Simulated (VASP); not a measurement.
# HfIn4SiO6 (C2) in VASP: settings compared, part 2 of 2

VASP 6.6.1. The steps go on from the part before.

**3. Relaxation of cell and atoms, PBE+TS**

INCAR reads:

```
ALGO     = Normal         # electronic algorithm
EDIFF    = 1E-6           # SCF threshold, eV
EDIFFG   = -0.005         # ionic threshold
ENCUT    = 600            # plane-wave cutoff, eV
GGA      = PE             # functional
IBRION   = 2              # ionic algorithm
ISIF     = 3              # what is computed and relaxed
ISMEAR   = -1             # smearing method
IVDW     = 2              # dispersion correction
KPAR     = 4            
LASPH    = T              # aspherical terms in the spheres
LCHARG   = F              # write CHGCAR
LREAL    = F              # projectors in reciprocal space
LWAVE    = F              # write WAVECAR
NELM     = 80             # most SCF steps
NSW      = 60             # ionic steps
PREC     = Accurate       # precision mode
SIGMA    = 0.05           # smearing width, eV
```

KPOINTS reads:

```
k-points
0
Gamma
  6 6 4
```

POSCAR reads:

```
HfIn4SiO6
1.0
    2.7158500000     -4.7035700000      0.0083300000
    2.7158500000      4.7035700000      0.0083300000
   -1.8791500000      0.0000000000      7.4012700000
Hf In Si O
1 4 1 6
Direct
    0.7883500000      0.2116500000      0.0000000000
    0.6217500000      0.3782500000      0.5000000000
    0.4550200000      0.5449800000      0.0000000000
    0.2840700000      0.7159300000      0.5000000000
    0.9581400000      0.0418600000      0.5000000000
    0.1216800000      0.8783200000      0.0000000000
    0.0621900000      0.1141500000      0.8666600000
    0.8858500000      0.9378100000      0.1333400000
    0.7949000000      0.5378400000      0.8666300000
    0.4621600000      0.2051000000      0.1333700000
    0.1535200000      0.6287900000      0.1333300000
    0.3712100000      0.8464800000      0.8666700000
```

Potentials or basis: VASP PAW PBE potentials, release 64 (Hf_pv, In_d, Si, O).

Command:

```sh
$ cat potpaw_PBE.64/Hf_pv/POTCAR potpaw_PBE.64/In_d/POTCAR potpaw_PBE.64/Si/POTCAR potpaw_PBE.64/O/POTCAR > POTCAR
$ mpirun -np 4 vasp_std > vasp.out
```

Wall time 21 min (4 MPI ranks of AMD EPYC 9R45 (Zen 5), shared host); peak memory 0.8 GiB.

Results (log left out):

```yaml
Free_energy: -79.8259 eV
Relaxed_volume: 15.27 Å³/atom
Relaxed_cell: a = 5.374 Å, b = 5.374 Å, c = 7.548 Å, α = 97.00°, β = 97.00°, γ = 119.95°
Space_group_after_relaxing_to_0.05_Å: C2 (No. 5)
Energy_gained_by_relaxing: 5.0 meV/atom
Ionic_steps: 15
Pressure_after_relaxing: 0.0 GPa
Largest_force_after_relaxing: 0.005 eV/Å
Band_gap_on_the_k_mesh: none (metal or under the smearing width)
Hirshfeld_charges: Hf +0.73; In +0.11, +0.53; Si +0.34; O -0.32 e
Dispersion_energy_per_atom: -0.276 eV
```

Forces on the atoms (eV/Å):
```
Hf   0.000 -0.001  0.000
In   0.000  0.005  0.000
In   0.000  0.000  0.000
In   0.000 -0.003  0.000
In   0.000 -0.002  0.000
Si   0.000  0.000  0.000
O    0.000 -0.002 -0.002
O    0.000 -0.002  0.002
O    0.003  0.002 -0.003
O   -0.003  0.002  0.003
O    0.003  0.000  0.002
O   -0.003  0.000 -0.002
```

The path:
| step | energy change (eV) | largest force (eV/Å) | pressure (GPa) | volume (Å³) |
| --- | --- | --- | --- | --- |
| 1 | 0.0000 | 0.1336 | -2.97 | 189.24 |
| 2 | -0.0106 | 0.4479 | 2.71 | 181.35 |
| 3 | -0.0437 | 0.2220 | -0.07 | 184.98 |
| 4 | -0.0437 | 0.2268 | -0.02 | 184.89 |
| 5 | -0.0539 | 0.0828 | -0.09 | 184.24 |
| 6 | -0.0551 | 0.0551 | -0.12 | 184.07 |
| 7 | -0.0555 | 0.0744 | -0.16 | 183.73 |
| 8 | -0.0556 | 0.0497 | -0.10 | 183.91 |
| 9 | -0.0587 | 0.0208 | -0.05 | 183.51 |
| 10 | -0.0590 | 0.0161 | -0.03 | 183.44 |
| 11 | -0.0596 | 0.0096 | -0.01 | 183.30 |
| 12 | -0.0601 | 0.0183 | 0.04 | 183.02 |
| 13 | -0.0599 | 0.0103 | 0.01 | 183.17 |
| 14 | -0.0599 | 0.0097 | 0.00 | 183.19 |
| 15 | -0.0599 | 0.0048 | 0.02 | 183.18 |

Final structure:
```
Hf In Si O
1.0
     2.68905   -4.65271    0.00825
     2.68905    4.65271    0.00825
    -1.86056    0.00000    7.31494
Hf In Si O
1 4 1 6
Cartesian
  2.6890 -2.6825 0.0082
  1.7588 -1.1279 3.6657
  2.6890 0.4189 0.0082
  1.7588 2.0042 3.6657
  1.7588 -4.2631 3.6657
  2.6890 3.5207 0.0082
  -1.1415 0.2455 6.3225
  4.6591 0.2455 1.0090
  1.9702 -1.2011 6.3312
  1.5474 -1.2011 1.0002
  1.8508 2.2119 1.0005
  1.6668 2.2119 6.3309
```

Levels at points of the mesh, in eV from the Fermi level:
| k point | band 48 | band 49 | band 50 | band 51 | band 52 | band 53 | band 54 | band 55 |
| --- | --- | --- | --- | --- | --- | --- | --- | --- |
| (0.00, 0.00, 0.00) | -3.82 | -0.75 | -0.53 | -0.39 | -0.27 | -0.10 | -0.06 | 0.48 |
| (0.50, 0.00, 0.00) | -3.83 | -3.62 | -2.38 | -1.91 | 1.09 | 1.49 | 1.81 | 1.98 |
| (0.50, 0.50, 0.00) | -3.90 | -3.77 | -2.31 | -1.72 | 1.17 | 1.56 | 1.59 | 2.01 |
| (0.00, 0.00, 0.50) | -3.59 | -1.15 | -0.73 | -0.54 | -0.23 | -0.19 | -0.11 | -0.05 |
| (0.50, 0.00, 0.50) | -3.65 | -3.41 | -2.29 | -1.71 | 0.90 | 1.36 | 1.87 | 1.98 |
| (0.50, 0.50, 0.50) | -3.56 | -3.32 | -2.39 | -1.89 | 0.82 | 1.41 | 1.92 | 2.00 |

Caveat: atom-pairwise D2, TS and ULG terms overbind metals; pairwise dispersion overbinds metals, which lowers pressure and volume. The run has no spin-orbit coupling, so splittings on Hf are missing.

**4. Relaxation of cell and atoms, PBE+rVV10**

Edit INCAR of step 3 so:

```diff
@@ -1,2 +1,4 @@
 ALGO     = Normal         # electronic algorithm
+BPARAM   = 10.0         
+CPARAM   = 0.0093       
 EDIFF    = 1E-6           # SCF threshold, eV
@@ -8,3 +10,3 @@
 ISMEAR   = -1             # smearing method
-IVDW     = 2              # dispersion correction
+IVDW_NL  = 2            
 KPAR     = 4            
@@ -13,2 +15,3 @@
 LREAL    = F              # projectors in reciprocal space
+LUSE_VDW = T            
 LWAVE    = F              # write WAVECAR
```

KPOINTS is that of step 3.

POSCAR is that of step 3.

Command:

```sh
$ cat potpaw_PBE.64/Hf_pv/POTCAR potpaw_PBE.64/In_d/POTCAR potpaw_PBE.64/Si/POTCAR potpaw_PBE.64/O/POTCAR > POTCAR
$ mpirun -np 4 vasp_std > vasp.out
```

Wall time 25 min (4 MPI ranks of AMD EPYC 9R45 (Zen 5), shared host); peak memory 1.2 GiB.

It converged, with:

* Free energy: -73.0429 eV
* Relaxed volume: 15.35 Å³/atom
* Relaxed cell: a = 5.410 Å, b = 5.410 Å, c = 7.493 Å, α = 97.10°, β = 97.10°, γ = 119.94°
* Space group after relaxing (to 0.05 Å): C2 (No. 5)
* Energy gained by relaxing: 2.8 meV/atom
* Ionic steps: 9
* Pressure after relaxing: 0.0 GPa
* Largest force after relaxing: 0.005 eV/Å
* Band gap on the k mesh: none (metal or under the smearing width)

Forces in eV/Å, atoms in the order of the input:
```
Hf   0.000  0.000  0.000
In   0.000  0.003  0.000
In   0.000 -0.002  0.000
In   0.000  0.000  0.000
In   0.000 -0.003  0.000
Si   0.000  0.000  0.000
O   -0.005  0.000  0.000
O    0.005  0.000  0.000
O    0.004 -0.001  0.000
O   -0.004 -0.001  0.000
O    0.000  0.002 -0.001
O    0.000  0.002  0.001
```

Step by step:
| step | energy change (eV) | largest force (eV/Å) | pressure (GPa) | volume (Å³) |
| --- | --- | --- | --- | --- |
| 1 | 0.0000 | 0.1271 | -1.79 | 189.24 |
| 2 | -0.0107 | 0.2896 | 1.34 | 184.45 |
| 3 | -0.0183 | 0.1714 | 0.08 | 186.30 |
| 4 | -0.0276 | 0.1018 | 0.03 | 185.56 |
| 5 | -0.0326 | 0.0945 | -0.01 | 184.45 |
| 6 | -0.0340 | 0.0145 | -0.02 | 184.22 |
| 7 | -0.0340 | 0.0138 | -0.03 | 184.23 |
| 8 | -0.0340 | 0.0061 | 0.07 | 184.16 |
| 9 | -0.0340 | 0.0046 | 0.03 | 184.19 |

Final structure:
```
Hf In Si O
1.0
     2.70781   -4.68405    0.00822
     2.70781    4.68405    0.00822
    -1.87343    0.00000    7.25527
Hf In Si O
1 4 1 6
Direct
  0.78827 0.21173 0.00000
  0.62158 0.37842 0.50000
  0.45498 0.54502 0.00000
  0.28455 0.71545 0.50000
  0.95786 0.04214 0.50000
  0.12164 0.87836 0.00000
  0.05997 0.11280 0.86403
  0.88720 0.94003 0.13597
  0.79455 0.53614 0.86392
  0.46386 0.20545 0.13608
  0.15327 0.62889 0.13601
  0.37111 0.84673 0.86399
```

Levels at points of the mesh, in eV from the Fermi level:
```csv
k point,band 47,band 48,band 49,band 50,band 51,band 52,band 53,band 54,band 55,band 56
"(0.00, 0.00, 0.00)",-3.88,-3.79,-0.73,-0.50,-0.41,-0.24,-0.07,-0.04,0.43,0.99
"(0.50, 0.00, 0.00)",-3.81,-3.78,-3.53,-2.31,-1.86,1.03,1.48,1.82,1.97,2.10
"(0.50, 0.50, 0.00)",-3.86,-3.85,-3.72,-2.23,-1.66,1.11,1.54,1.60,2.00,2.14
"(0.00, 0.00, 0.50)",-3.79,-3.47,-1.19,-0.72,-0.50,-0.23,-0.16,-0.09,-0.04,1.61
"(0.50, 0.00, 0.50)",-3.80,-3.54,-3.32,-2.21,-1.64,0.84,1.31,1.88,1.98,2.11
"(0.50, 0.50, 0.50)",-3.79,-3.45,-3.22,-2.32,-1.84,0.76,1.37,1.91,2.00,2.23
```

Caveat: pairwise dispersion overbinds metals, which lowers pressure and volume.

**5. Summary**

```tsv
level	gap on the mesh (eV)	pressure (GPa)	relaxed volume (Å³/atom)
PBE+D4	none	0.0	15.19
PBE+TS	none	0.0	15.27
PBE+rVV10	none	0.0	15.35
```

Alike in all rows: task relaxation of cell and atoms; potentials or basis VASP PAW PBE potentials, release 64 (Hf_pv, In_d, Si, O); no spin polarisation; cell relaxed; k mesh 6 × 6 × 4; cutoff (eV) 600; smearing fermi-dirac 0.05 eV.

Caveats: pairwise dispersion overbinds metals, which lowers pressure and volume; atom-pairwise D2, TS and ULG terms overbind metals (some runs).

Absolute energies hang on the potentials; compare differences alone.
